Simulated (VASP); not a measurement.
# MgBe: structure and properties in VASP, part 4 of 4

Aim: relax MgBe, then compute properties on the relaxed cell. The cell is generated by rule, not measured, and may not be a known phase.

VASP 6.6.1; rev-vdW-DF2; plane waves and PAW (Mg, Be); invented cell.

Still holding for the runs below: The k-mesh is coarse for a metal.

So far. Step 6 (Density of states (rev-vdW-DF2)): The finer mesh and the other smearing move the Fermi level by -0.01 eV from the 6×6×7 run, a small shift, which tests the Fermi level alone. Step 7 (Core-level energies (rev-vdW-DF2)): Atoms of one element give levels within 0.1 eV of each other. The relaxed cell has a = 4.707, c = 3.980 Å (conventional setting).

## Step 8: Band structure (rev-vdW-DF2), changed input

Levels along the symmetry lines show where the bands peak and cross; KPOINTS_OPT computes them in the converged potential. Some settings are moved from the usual, to see what they do.

The input, INCAR:

```
SYSTEM = MgBe
PREC = Accurate
ENCUT = 400
EDIFF = 1E-06
NELM = 100
ISMEAR = 0
SIGMA = 0.1
LREAL = .FALSE.
ALGO = Normal
GGA = MK
AGGAC = 0
LUSE_VDW = .TRUE.
PARAM1 = 0.1234
PARAM2 = 0.711357
ZAB_VDW = -1.8867
LASPH = .TRUE.
LORBIT = 11
LWAVE = .FALSE.
LCHARG = .FALSE.
KPAR = 2
```

The input, POSCAR:

```
MgBe
1.0
    4.7070382268      0.0000000000      0.0000000000
    0.0000000000      4.7070382268      0.0000000000
    0.0000000000      0.0000000000      3.9801488218
Mg Be
2 2
Direct
    0.5000000000      0.0000000000      0.5361805287
    0.0000000000      0.5000000000      0.5361805287
    0.5000000000      0.5000000000      0.7890636993
    0.5000000000      0.5000000000      0.2951446932
```

The input, KPOINTS:

```
Automatic mesh
0
Monkhorst-Pack
6 6 7
0 0 0
```

The input, KPOINTS_OPT:

```
Line mode
16
Line-mode
Reciprocal
  0.00000000   0.00000000   0.00000000 GAMMA
  0.00000000   0.50000000   0.00000000 X

  0.00000000   0.50000000   0.00000000 X
  0.50000000   0.50000000   0.00000000 M

  0.50000000   0.50000000   0.00000000 M
  0.00000000   0.00000000   0.00000000 GAMMA

  0.00000000   0.00000000   0.00000000 GAMMA
  0.00000000   0.00000000   0.50000000 Z

  0.00000000   0.00000000   0.50000000 Z
  0.00000000   0.50000000   0.50000000 R

  0.00000000   0.50000000   0.50000000 R
  0.50000000   0.50000000   0.50000000 A

  0.50000000   0.50000000   0.50000000 A
  0.00000000   0.00000000   0.50000000 Z

  0.00000000   0.50000000   0.00000000 X
  0.00000000   0.50000000   0.50000000 R

  0.50000000   0.50000000   0.00000000 M
  0.50000000   0.50000000   0.50000000 A
```

PAW data sets: Mg and Be (PBE family, release 64).

The run is started by

```bash
$ mpirun -np 2 vasp_std
```

Output:

```text
[... set-up lines as in an earlier step ...]
 entering main loop
       N       E                     dE             d eps       ncg     rms          rms(c)
DAV:   1     0.826229841632E+01    0.82623E+01   -0.24600E+03   384   0.602E+02
DAV:   2    -0.710488683856E+01   -0.15367E+02   -0.14176E+02   568   0.660E+01
DAV:   3    -0.749832120090E+01   -0.39343E+00   -0.39343E+00   512   0.143E+01
DAV:   4    -0.750039217180E+01   -0.20710E-02   -0.20710E-02   632   0.105E+00
DAV:   5    -0.750039371946E+01   -0.15477E-05   -0.15476E-05   552   0.261E-02    0.499E+00
DAV:   6    -0.516288821872E+01    0.23375E+01   -0.62910E+00   432   0.103E+01    0.187E+00
DAV:   7    -0.492164379301E+01    0.24124E+00   -0.19983E+00   536   0.576E+00    0.597E-01
DAV:   8    -0.491731007283E+01    0.43337E-02   -0.10978E-01   400   0.179E+00    0.340E-01
DAV:   9    -0.491978587476E+01   -0.24758E-02   -0.89451E-03   504   0.867E-01    0.107E-01
DAV:  10    -0.491922599976E+01    0.55988E-03   -0.17965E-03   488   0.187E-01    0.318E-02
DAV:  11    -0.491921649738E+01    0.95024E-05   -0.20834E-04   544   0.818E-02    0.100E-02
DAV:  12    -0.491922105551E+01   -0.45581E-05   -0.22206E-05   472   0.307E-02    0.254E-03
DAV:  13    -0.491922106019E+01   -0.46854E-08   -0.40916E-06   440   0.936E-03
   1 F= -.49192211E+01 E0= -.49138859E+01  d E =-.106704E-01
 Start KPOINTS_OPT (optional k-point list driver)
k-point batch [1-24\144]
       N       E                     dE             ncg
DAV:   1     0.932672381791E+02   -0.20483E+04      384
DAV:   2    -0.242415089599E+03   -0.33568E+03      576
DAV:   3    -0.253571330641E+03   -0.11156E+02      480
DAV:   4    -0.253646975827E+03   -0.75645E-01      680
DAV:   5    -0.253647019297E+03   -0.43469E-04      520
DAV:   6    -0.253647019375E+03   -0.78644E-07      664
[...]
k-point batch [121-144\144]
       N       E                     dE             ncg
DAV:   1    -0.170920488222E+02   -0.52686E+04      384
DAV:   2    -0.263405075131E+03   -0.24631E+03      496
DAV:   3    -0.272265462536E+03   -0.88604E+01      488
DAV:   4    -0.272402801411E+03   -0.13734E+00      544
DAV:   5    -0.272403160933E+03   -0.35952E-03      544
DAV:   6    -0.272403165731E+03   -0.47977E-05      528
DAV:   7    -0.272403165808E+03   -0.76758E-07      544
```

The job ended after 46 s (2 MPI ranks of Intel Xeon 6975P-C (Granite Rapids), shared host; peak memory 0.72 GiB).

Parts of OUTCAR (step 8):

```text
   k-points           NKPTS =     24   k-points in BZ     NKDIM =     24   number of bands    NBANDS=      8

   NELECT =       8.0000    total number of electrons

 E-fermi :   1.2207

 k-point     1 :       0.0833    0.0833    0.0000
  band No.  band energies     occupation
      1      -5.2016      2.00000
      2      -0.2308      2.00000
      3      -0.1957      2.00000
      4       0.9493      1.99988
      5       2.5018      0.00000
      6       3.2012      0.00000
      7       4.2541      0.00000
      8       6.0666      0.00000

Total vdW correction in eV:      2.0671505

  Total       -0.0678987     -0.0678987     -0.0193409      0.0000000     -0.0000000      0.0000000
  in kB       -1.2336074     -1.2336074     -0.3513922      0.0000000     -0.0000000      0.0000000
  external PRESSURE =      -0.9395357 kB  Pullay stress =       0.0000000 kB

 POSITION                                       TOTAL-FORCE (eV/Angst)
 -----------------------------------------------------------------------------------
      2.35352      0.00000      2.13408         0.000000      0.000000     -0.000024
      0.00000      2.35352      2.13408         0.000000      0.000000     -0.000024
      2.35352      2.35352      3.14059         0.000000      0.000000      0.111153
      2.35352      2.35352      1.17472         0.000000     -0.000000     -0.111104
 -----------------------------------------------------------------------------------
    total drift:                                0.000000     -0.000000     -0.000015

  FREE ENERGIE OF THE ION-ELECTRON SYSTEM (eV)
  ---------------------------------------------------
  free  energy   TOTEN  =        -4.9192210602 eV

  energy  without entropy=       -4.9085507013  energy(sigma->0) =       -4.91388588

Total vdW correction in eV:      2.0670680

[... 6 parts as in an earlier step ...]

[... 10 further parts left out ...]
```

This step gave:

| Property | Result |
| --- | --- |
| irreducible k-points | 24 |
| free energy (TOTEN) | -4.919 eV |
| energy at zero smearing | -4.914 eV |
| Fermi energy | 1.221 eV |
| pressure | -0.09395 GPa |

Electronic bands along the path, in eV, zero at the Fermi level; # counts the bands kept:

```tsv
point	#1	#2	#3	#4	#5	#6
Γ	-6.50	-1.14	-1.14	-0.33	0.90	1.57
0.53 of the way	-6.14	-2.87	-0.93	-0.19	1.56	3.30
X	-5.64	-3.94	-0.70	-0.10	2.31	2.90
0.53 of the way	-5.30	-3.61	-2.20	0.03	0.26	4.26
M	-4.84	-3.20	-3.20	-0.82	0.12	4.86
0.47 of the way	-5.78	-2.56	-2.56	-0.06	1.21	3.63
Γ	-6.50	-1.14	-1.14	-0.33	0.90	1.57
0.47 of the way	-6.11	-1.83	-0.71	-0.71	1.13	2.09
Z	-5.24	-3.54	0.30	0.30	1.68	2.11
0.53 of the way	-4.91	-3.24	-1.38	0.26	0.53	2.32
R	-4.51	-2.87	-2.36	-0.71	0.76	2.52
0.53 of the way	-4.22	-2.58	-2.00	-0.65	-0.42	0.82
A	-3.88	-2.24	-1.52	-1.52	-0.10	-0.10
0.47 of the way	-4.60	-2.94	-1.18	-0.91	0.52	0.53
Z	-5.24	-3.54	0.30	0.30	1.68	2.11
jump to X	-5.64	-3.94	-0.70	-0.10	2.31	2.90
0.53 of the way	-5.18	-3.34	-1.62	-0.13	1.19	2.77
R	-4.51	-2.87	-2.36	-0.71	0.76	2.52
jump to M	-4.84	-3.20	-3.20	-0.82	0.12	4.86
0.53 of the way	-4.44	-2.58	-2.58	-1.17	-0.28	1.87
A	-3.88	-2.24	-1.52	-1.52	-0.10	-0.10
```

Of the projections kept (Mg, Be), the largest for each band there; the rest of the weight can lie on other orbitals:

```tsv
point	#1	#2	#3	#4	#5	#6
Γ	Be 0.72	Be 0.75	Be 0.75	Be 0.97	Be 0.80	Mg 1.00
X	Be 0.80	Mg 0.56	Be 0.79	Be 0.98	Mg 0.51	Be 0.67
M	Be 0.89	Mg 0.50	Mg 0.50	Mg 1.00	Be 0.99	Be 0.63
Γ	Be 0.72	Be 0.75	Be 0.75	Be 0.97	Be 0.80	Mg 1.00
Z	Be 0.70	Be 0.91	Be 0.66	Be 0.66	Be 0.75	Be 0.91
R	Be 0.79	Be 0.95	Mg 0.64	Be 0.67	Be 0.71	Be 0.93
```

The electronic bands as a text plot (rows in eV):

```
    4.6 |         ***                                      *
    4.2 |        *   **
    3.7 |       *      *                                    *
    3.2 |  ***          *                               *
    2.7 |     **         *     **                   ** * **
    2.3 | *  **               *  * *****           ****      *
    1.8 |*  *  *        ******  ***     *         **
    1.3 | **           *  *   **         *       *     *      *
    0.8 |*      *          ***     * ***        *         *    *
    0.4 |             *          ****   * *    *   *    **
   -0.1 |*******************   ** *  *   * ****   * *  * * ** ***
   -0.6 |    **   ****      * *    *  *****     **  ***   ****
   -1.1 |****  *           ***      *     *    **     *      *
   -1.5 |       *        **                *****       *      * *
   -2.0 | *             **    *      *   **             *      **
   -2.5 |  *     *     *       *      *********          **   *
   -2.9 |         *****              ****      **       * ****
   -3.4 |   *    ***            *****            ***   *
   -3.9 |    ****                          ***      ***         *
   -4.4 |                             *****   **          *  ***
   -4.8 |         ***               **          **      ** **
   -5.3 |       **   **         ****              **  **
   -5.8 |   ****       *       *                    **
   -6.3 |***            *******
         Γ    X    M       Γ     Z     R    A      Z|X   R|M    A
```

Force by atom:

```tsv
atom	x (eV/Å)	y (eV/Å)	z (eV/Å)	size
Mg1	0.000	0.000	0.000	0.000
Mg2	0.000	0.000	0.000	0.000
Be3	0.000	0.000	0.111	0.111
Be4	0.000	0.000	-0.111	0.111
```

Against the sound run “Band structure (rev-vdW-DF2)”, the energy at zero smearing moves by -0.4 meV an atom, the pressure by -0.10 GPa and the Fermi level by -0.01 eV.

## Step 9: Summary of results

- relaxed volume: 22.05 Å³/atom
- relaxed conventional cell a, b, c: 4.707, 4.707, 3.980 Å
- space group after relaxing, within 0.02 Å: P4mm (No. 99)
- band gap: none, a metal
- DOS at the Fermi level: 1.40 states/eV/cell
- shallowest level of the frozen cores: Mg1 2p, 42.3 eV deep

What this shows: With rev-vdW-DF2, MgBe relaxes to 22.05 Å³/atom in space group P4mm (held by the symmetry of the run) and comes out as a metal. Band structure (rev-vdW-DF2): Of the bands kept, 4 cross the Fermi level on this path. Band structure (rev-vdW-DF2), changed input: Of the bands kept, 4 cross the Fermi level on this path. The k-sampling is coarse for a metal, so the Fermi level, pressures and the shape of the cell carry errors. No search among competing phases was made. All values are for a static lattice at zero temperature.

[Lines on the potential files, build, host, timing and source positions are cut from VASP's logs without a mark.]

[Logs are printed without paths, hosts, clocks, repeated set-up lines and the standing remarks that a program may print on its own settings, such as how far it seeks lower states.]

[Hosts, paths, dates, database ids (printed as entryN), source tags and the programs' standing remarks are cut or masked in the printed files.]

[A measured line is paired with the nearest computed mode of its activity, which favours agreement.]
